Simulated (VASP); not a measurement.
Consider the following.

```yaml
crystal:
  lattice:
    - [0.00000, 3.27993, 3.27993]
    - [3.27993, 0.00000, 3.27993]
    - [3.27993, 3.27993, 0.00000]
  atoms:
    - { symbol: Na, position: [0.25000, 0.25000, 0.25000] }
    - { symbol: Na, position: [0.75000, 0.75000, 0.75000] }
    - { symbol: S, position: [0.00000, 0.00000, 0.00000] }
```

Calculation: PW91 GGA, VASP's PBE PAW potentials (set 64) (plane waves; VASP 6.6.1). Numerical set-up: 520 eV cut-off, Gaussian smearing of 0.050 eV, potentials Na_pv S.

### Question
Predict the band gap (along the path) with the smallest direct gap where there is one.

### Answer

The band gap (along the path) comes out as 2.47 eV and the smallest direct gap (along the path) is 2.47 eV.

Total energies compare only between runs with the same potentials, cut-off and functional.

The compound is Na2S in the antifluorite structure. It was relaxed first.
